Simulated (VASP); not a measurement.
# Cu3Pd with and without spin-orbit coupling, part 3 of 4

What does spin-orbit coupling change in Cu3Pd, and what does it cost? All runs use LDA. The start is a cell from a database of measured crystal structures.

VASP 6.6.1, plane waves and PAW; the level of theory is named at each step.

Still holding for the runs below: This run has no spin polarisation. Its electron count is odd, so without a moment it is a metal by construction. The k-mesh is coarse for a metal.

So far. Step 4 (Band structure (LDA + SOC)): There is no gap at this level. Without the coupling there was no gap either. The run took 3.7 times the core time, with 54 spinor bands against 35. Step 5 (Total and projected DOS (LDA)): Of the states within 0.3 eV of the Fermi level, the largest shares in the PAW spheres are Cu d 41 %, Pd d 18 % and Cu p 10 %. The rest lies in smaller channels or between the spheres.

The database entry behind the starting cell is an old determination (1931), so it need not match the best structure at ambient conditions.

### Step 6. Total and projected DOS (LDA + SOC)

This step: LDA, spin-orbit coupling; plane waves and PAW (Cu, Pd) (VASP 6.6.1).

Here the states are counted by energy and projected on the atoms.

File INCAR:

```
SYSTEM = Cu3Pd
PREC = Accurate
ENCUT = 400
EDIFF = 1E-06
NELM = 100
ISMEAR = -5
SIGMA = 0.05
LREAL = .FALSE.
ALGO = Normal
GGA = CA
LNONCOLLINEAR = .TRUE.
MAGMOM = 0 0 0 0 0 0 0 0 0 0 0 0
NBANDS = 54
GGA_COMPAT = .FALSE.
LASPH = .TRUE.
LSORBIT = .TRUE.
LMAXMIX = 4
LORBIT = 11
LWAVE = .FALSE.
LCHARG = .FALSE.
KPAR = 4
NEDOS = 2001
```

File POSCAR:

```
Cu3Pd
1.0
    3.6900000000      0.0000000000      0.0000000000
    0.0000000000      3.6900000000      0.0000000000
    0.0000000000      0.0000000000      3.6900000000
Cu Pd
3 1
Direct
    0.0000000000      0.5000000000      0.5000000000
    0.5000000000      0.0000000000      0.5000000000
    0.5000000000      0.5000000000      0.0000000000
    0.0000000000      0.0000000000      0.0000000000
```

File KPOINTS:

```
Automatic mesh
0
Gamma
7 7 7
0 0 0
```

PAW data sets: Cu and Pd (LDA family, release 64).

Started as:

```
> mpirun -np 4 vasp_ncl
```

The program printed:

```text
[... set-up lines as in an earlier step ...]
 entering main loop
       N       E                     dE             d eps       ncg     rms          rms(c)
DAV:   1     0.392158906600E+03    0.39216E+03   -0.15285E+04  2184   0.217E+03
DAV:   2     0.354674612637E+02   -0.35669E+03   -0.33983E+03  2166   0.466E+02
DAV:   3    -0.215622786296E+02   -0.57030E+02   -0.52303E+02  2298   0.221E+02
DAV:   4    -0.244446474138E+02   -0.28824E+01   -0.28370E+01  3044   0.660E+01
DAV:   5    -0.244976274399E+02   -0.52980E-01   -0.52869E-01  3296   0.769E+00    0.179E+01
DAV:   6    -0.247983067632E+02   -0.30068E+00   -0.44462E+01  2452   0.190E+02    0.136E+01
DAV:   7    -0.211220184597E+02    0.36763E+01   -0.12892E+01  2684   0.106E+02    0.314E+00
DAV:   8    -0.210119067138E+02    0.11011E+00   -0.10498E+00  2842   0.123E+01    0.163E+00
DAV:   9    -0.209935640312E+02    0.18343E-01   -0.13865E-01  2614   0.433E+00    0.776E-01
DAV:  10    -0.209897196416E+02    0.38444E-02   -0.20897E-02  2536   0.210E+00    0.415E-01
DAV:  11    -0.209877191440E+02    0.20005E-02   -0.44712E-03  2824   0.123E+00    0.166E-01
DAV:  12    -0.209873013287E+02    0.41782E-03   -0.12145E-03  3082   0.109E+00    0.728E-02
DAV:  13    -0.209873330697E+02   -0.31741E-04   -0.24501E-04  3188   0.454E-01    0.116E-02
DAV:  14    -0.209873409642E+02   -0.78945E-05   -0.17921E-05  3134   0.522E-02    0.477E-03
DAV:  15    -0.209873421630E+02   -0.11988E-05   -0.86353E-07  1478   0.116E-02    0.368E-03
DAV:  16    -0.209873444420E+02   -0.22791E-05   -0.13577E-07  1242   0.985E-03    0.122E-03
DAV:  17    -0.209873457275E+02   -0.12854E-05   -0.29073E-07  1230   0.535E-03    0.929E-04
DAV:  18    -0.209873455695E+02    0.15799E-06   -0.66690E-08  1224   0.443E-03
   1 F= -.20987346E+02 E0= -.20987346E+02  d E =0.000000E+00  mag=    -0.0000    -0.0000     0.0000
 [... a notice as in an earlier step ...]
```

The job ended after 11 s (4 MPI ranks of AMD EPYC 9R45, shared host; peak memory 0.76 GiB; 40 s of CPU time).

OUTCAR, selected parts (step 6):

```text
   NELECT =      43.0000    total number of electrons

 E-fermi :   7.9185

 k-point     1 :       0.0000    0.0000    0.0000
  band No.  band energies     occupation
    ...
     38       7.3889      1.00000
     39       7.3889      1.00000
     40       7.3889      1.00000
     41       7.5340      1.00000
     42       7.5340      1.00000
     43       9.8489      0.00000
     44       9.8489      0.00000
     45       9.9611      0.00000
     46       9.9611      0.00000
     47       9.9611      0.00000
    ...

  Total       -3.3219627     -3.3219627     -3.3219627     -0.0000000     -0.0000000     -0.0000000
  in kB     -105.9317722   -105.9317722   -105.9317722     -0.0000000     -0.0000000     -0.0000000
  external PRESSURE =    -105.9317722 kB  Pullay stress =       0.0000000 kB

  FREE ENERGIE OF THE ION-ELECTRON SYSTEM (eV)
  ---------------------------------------------------
  free  energy   TOTEN  =       -20.9873455695 eV

  energy  without entropy=      -20.9873455695  energy(sigma->0) =      -20.98734557

 Spin-Orbit-Coupling matrix elements
 Ion:    1  E_soc:     -0.0138415
 Ion:    2  E_soc:     -0.0138415
 Ion:    3  E_soc:     -0.0138415
 Ion:    4  E_soc:     -0.0722408

 magnetization (x)
# of ion       s       p       d       tot
------------------------------------------
    1       -0.000   0.000  -0.000   0.000
    2        0.000  -0.000  -0.000  -0.000
    3       -0.000   0.000  -0.000   0.000
    4       -0.000  -0.000  -0.000  -0.000
--------------------------------------------------
tot         -0.000  -0.000  -0.000  -0.000

 magnetization (y)
# of ion       s       p       d       tot
------------------------------------------
    1       -0.000   0.000   0.000   0.000
    2       -0.000   0.000  -0.000   0.000
    3        0.000  -0.000   0.000  -0.000
    4       -0.000   0.000  -0.000  -0.000
--------------------------------------------------
tot         -0.000   0.000  -0.000   0.000

 magnetization (z)
# of ion       s       p       d       tot
------------------------------------------
    1        0.000   0.000  -0.000   0.000
    2        0.000  -0.000   0.000  -0.000
    3        0.000  -0.000   0.000  -0.000
    4        0.000   0.000  -0.000   0.000
--------------------------------------------------
tot          0.000   0.000  -0.000   0.000

[... 9 parts as in an earlier step ...]

[... 9 further parts left out ...]
```

This step gave:

* SCF cycles: 18
* bands: 54
* free energy (TOTEN): -20.99 eV
* Fermi energy: 7.918 eV
* pressure: -10.59 GPa
* DOS at the Fermi level: 1.797 states/eV/cell

On-site spin-orbit energy by atom:

| atom | on-site spin-orbit energy (eV) |
| --- | --- |
| Cu1 | -0.0138 |
| Cu2 | -0.0138 |
| Cu3 | -0.0138 |
| Pd4 | -0.0722 |

The density of states has structure finer than the step of the table below, so its rows give means over 1 eV, whole bins alone (the curve runs from -9.65 to 4.95 eV). Peaks (eV: height): total -4.0: 15.0, -2.7: 19.2, -2.3: 14.9, -1.3: 15.2; Cu d -4.0: 6.98, -2.7: 15.4, -2.3: 12.2, -1.3: 11.1; Pd d -4.0: 5.05, -3.0: 1.97, -1.3: 3.70, -1.0: 4.23; Cu p -4.0: 0.667, -2.7: 0.391, 0.2: 0.362, 1.9: 0.365; Cu s -5.3: 0.568, -4.9: 0.739, -1.0: 0.149, 0.0: 0.220.

States under -9.7 eV and over 4.9 eV are left out. The density of states by energy, zero at the Fermi level; means over each step; values in states/eV/cell:

```csv
energy (eV),total,Cu d,Pd d,Cu p,Cu s,Pd p,Pd s
-9,0.00381,0,0,2.9e-5,0.00164,1.9e-5,7.1e-4
-8,0.234,9.5e-4,0.00119,0.00673,0.0960,0.00416,0.0402
-7,0.494,0.0112,0.0145,0.0283,0.182,0.0172,0.0685
-6,0.956,0.0670,0.111,0.0667,0.296,0.0386,0.0795
-5,3.43,0.936,1.10,0.150,0.438,0.0686,0.0962
-4,7.14,3.68,2.14,0.244,0.0924,0.0718,0.128
-3,11.0,8.28,1.38,0.271,0.0662,0.145,0.0376
-2,11.1,9.07,1.30,0.166,0.0423,0.0759,0.0201
-1,7.97,5.20,2.34,0.0974,0.0669,0.0606,0.0254
0,1.41,0.574,0.288,0.136,0.113,0.100,0.0177
1,0.782,0.186,0.165,0.145,0.0472,0.0650,0.0230
2,1.25,0.259,0.231,0.266,0.0708,0.0997,0.0516
3,1.00,0.180,0.142,0.251,0.0570,0.100,0.0333
4,0.855,0.141,0.103,0.224,0.0568,0.0973,0.0212
```

The DOS at the Fermi level goes from 1.78 to 1.80 states/eV/cell, a number that is sensitive to the mesh. The run took 3.3 times the core time, with 54 spinor bands against 35. Of the states within 0.3 eV of the Fermi level, the largest shares in the PAW spheres are Cu d 41 %, Pd d 19 % and Cu p 10 %. The rest lies in smaller channels or between the spheres.

### Step 7. Full relaxation (LDA)

This step: LDA; plane waves and PAW (Cu, Pd) (VASP 6.6.1).

Last, the cell itself: ISIF = 3 frees volume, shape and positions, first without the coupling.

File INCAR:

```
SYSTEM = Cu3Pd
PREC = Accurate
ENCUT = 400
EDIFF = 1E-06
NELM = 100
ISMEAR = -1
SIGMA = 0.05
LREAL = .FALSE.
ALGO = Normal
GGA = CA
NBANDS = 27
LASPH = .TRUE.
LORBIT = 11
LWAVE = .FALSE.
LCHARG = .FALSE.
KPAR = 4
IBRION = 2
NSW = 60
ISIF = 3
EDIFFG = -0.01
```

POSCAR is that of step 6.

KPOINTS is that of step 6.

Started as:

```
> mpirun -np 4 vasp_std
```

The program printed:

```text
[... set-up lines as in an earlier step ...]
 entering main loop
       N       E                     dE             d eps       ncg     rms          rms(c)
[... 15 cycles as in an earlier step ...]
   1 F= -.20917803E+02 E0= -.20911439E+02  d E =-.209178E+02
 curvature:   0.00 expect dE= 0.000E+00 dE for cont linesearch  0.000E+00
 trial: gam= 0.00000 g(F)=  0.000E+00 g(S)=  0.392E+00 ort = 0.000E+00 (trialstep = 0.100E+01)
 search vector abs. value=  0.392E+00
 bond charge predicted
       N       E                     dE             d eps       ncg     rms          rms(c)
DAV:   1    -0.335467792624E+02   -0.12629E+02   -0.17748E+02  1227   0.242E+02    0.310E+01
DAV:   2    -0.268978039861E+02    0.66490E+01   -0.10726E+02  1149   0.274E+02    0.148E+01
DAV:   3    -0.216764813643E+02    0.52213E+01   -0.43912E+01  1350   0.150E+02    0.698E+00
DAV:   4    -0.210471269991E+02    0.62935E+00   -0.19141E+00  1641   0.260E+01    0.293E+00
DAV:   5    -0.209301186210E+02    0.11701E+00   -0.47381E-01  1695   0.953E+00    0.121E+00
DAV:   6    -0.209221238685E+02    0.79948E-02   -0.11638E-01  1615   0.564E+00    0.473E-01
DAV:   7    -0.209184838908E+02    0.36400E-02   -0.32625E-02  1544   0.518E+00    0.262E-01
DAV:   8    -0.209178623205E+02    0.62157E-03   -0.40625E-03  1556   0.150E+00    0.128E-01
DAV:   9    -0.209175634398E+02    0.29888E-03   -0.66793E-04  1895   0.561E-01    0.387E-02
DAV:  10    -0.209175460930E+02    0.17347E-04   -0.17381E-04  1624   0.143E-01    0.440E-03
DAV:  11    -0.209175463521E+02   -0.25917E-06   -0.63482E-06  1046   0.299E-02
   2 F= -.20917546E+02 E0= -.20911937E+02  d E =0.256861E-03
 trial-energy change:    0.000257  1 .order    0.026902   -0.391716    0.445520
 step:   0.5156(harm=  0.4679)  dis= 0.00000  next Energy=   -21.022431 (dE=-0.105E+00)
 bond charge predicted
       N       E                     dE             d eps       ncg     rms          rms(c)
DAV:   1    -0.237515886580E+02   -0.28340E+01   -0.45121E+01  1160   0.141E+02    0.129E+01
DAV:   2    -0.216074777337E+02    0.21441E+01   -0.16955E+01  1200   0.108E+02    0.425E+00
DAV:   3    -0.212284198633E+02    0.37906E+00   -0.37464E+00  1189   0.609E+01    0.398E+00
DAV:   4    -0.210721455710E+02    0.15627E+00   -0.42255E-01  1559   0.174E+01    0.184E+00
DAV:   5    -0.210250544221E+02    0.47091E-01   -0.59720E-02  1809   0.593E+00    0.158E-01
DAV:   6    -0.210254243313E+02   -0.36991E-03   -0.63727E-03  1545   0.978E-01    0.114E-01
DAV:   7    -0.210254165645E+02    0.77668E-05   -0.23662E-04  1724   0.380E-01    0.188E-02
DAV:   8    -0.210254141520E+02    0.24125E-05   -0.26469E-05  1570   0.103E-01    0.932E-03
DAV:   9    -0.210254139298E+02    0.22222E-06   -0.13926E-06   627   0.343E-02
   3 F= -.21025414E+02 E0= -.21019508E+02  d E =-.107611E+00
 curvature:  -0.23 expect dE=-0.152E-06 dE for cont linesearch -0.152E-06
 trial: gam=-0.00129 g(F)=  0.687E-64 g(S)=  0.657E-06 ort = 0.507E-03 (trialstep = 0.903E+00)
 search vector abs. value=  0.101E-09
 reached required accuracy - stopping structural energy minimisation
```

Elapsed: 5.6 s, on 4 MPI ranks; peak memory 0.47 GiB; 21 s of CPU time.

Parts of OUTCAR (step 7):

```text
   NELECT =      43.0000    total number of electrons

 E-fermi :   8.7371

 k-point     1 :       0.0000    0.0000    0.0000
  band No.  band energies     occupation
    ...
     17       7.8559      2.00000
     18       7.8559      2.00000
     19       8.3262      1.99946
     20       8.3262      1.99946
     21       8.3262      1.99946
     22      10.7725      0.00000
     23      10.7725      0.00000
     24      10.7725      0.00000
     25      17.4409      0.00000
     26      17.5923      0.00000
    ...

  Total       -0.0042616     -0.0042616     -0.0042616      0.0000000      0.0000000      0.0000000
  in kB       -0.1445883     -0.1445883     -0.1445883      0.0000000      0.0000000      0.0000000
  external PRESSURE =      -0.1445883 kB  Pullay stress =       0.0000000 kB

 POSITION                                       TOTAL-FORCE (eV/Angst)
 -----------------------------------------------------------------------------------
      0.00000      1.80725      1.80725        -0.000000     -0.000000      0.000000
      1.80725      0.00000      1.80725         0.000000     -0.000000      0.000000
      1.80725      1.80725      0.00000         0.000000      0.000000      0.000000
      0.00000      0.00000      0.00000         0.000000      0.000000      0.000000
 -----------------------------------------------------------------------------------
    total drift:                                0.000000     -0.000000     -0.000000

  FREE ENERGIE OF THE ION-ELECTRON SYSTEM (eV)
  ---------------------------------------------------
  free  energy   TOTEN  =       -21.0254139298 eV

  energy  without entropy=      -21.0136026109  energy(sigma->0) =      -21.01950827

 reached required accuracy - stopping structural energy minimisation

[... 7 parts as in an earlier step ...]

[... 10 further parts left out ...]
```

CONTCAR:

```
Cu3Pd
   1.00000000000000
     3.6145053911192013    0.0000000000000000    0.0000000000000000
     0.0000000000000000    3.6145053911192013    0.0000000000000000
     0.0000000000000000   -0.0000000000000000    3.6145053911192013
  Cu              Pd
     3     1
Direct
     0.0000000000000000    0.5000000000000000    0.5000000000000000
     0.5000000000000000    0.0000000000000000    0.5000000000000000
     0.5000000000000000    0.5000000000000000    0.0000000000000000
     0.0000000000000000    0.0000000000000000    0.0000000000000000
```

The run keeps the 48 symmetry operations of its start, so it cannot find a distortion of lower symmetry.

Relaxation path:

```
step  energy less that of the first step (eV)  largest force (eV/Å)  pressure (GPa)  volume (Å³)
   1                                   0.0000                0.0000          -10.49        50.24
   2                                   0.0003                0.0000           13.47        44.50
   3                                  -0.1076                0.0000           -0.01        47.22
```

```
conventional cell, symmetrised  before  after  change
                         a (Å)   3.690  3.615  -2.0 %
                         b (Å)   3.690  3.615  -2.0 %
                         c (Å)   3.690  3.615  -2.0 %
              volume (Å³/atom)   12.56  11.81  -6.0 %
```

Final coordinates:

```
Cu Pd
1.0
     3.61451    0.00000    0.00000
     0.00000    3.61451    0.00000
     0.00000    0.00000    3.61451
Cu Pd
3 1
Direct
  0.00000 0.50000 0.50000
  0.50000 0.00000 0.50000
  0.50000 0.50000 0.00000
  0.00000 0.00000 0.00000
```

This step gave:

| Quantity | Value |
| --- | --- |
| bands | 27 |
| free energy (TOTEN) | -21.03 eV |
| energy at zero smearing | -21.02 eV |
| Fermi energy | 8.737 eV |
| pressure | -0.01446 GPa |
| SCF cycles over all ionic steps | 35 |

It ends with forces that vanish by symmetry and a pressure of -0.01 GPa.

(Continued in part 4 of 4.)

[Lines on the potential files, build, host, timing and source positions are cut from VASP's logs without a mark.]

[Logs are printed without paths, hosts, clocks, repeated set-up lines and the standing remarks that a program may print on its own settings, such as how far it seeks lower states.]

[Hosts, paths, dates, database ids (printed as entryN), source tags and the programs' standing remarks are cut or masked in the printed files.]

[A measured line is paired with the nearest computed mode of its activity, which favours agreement.]
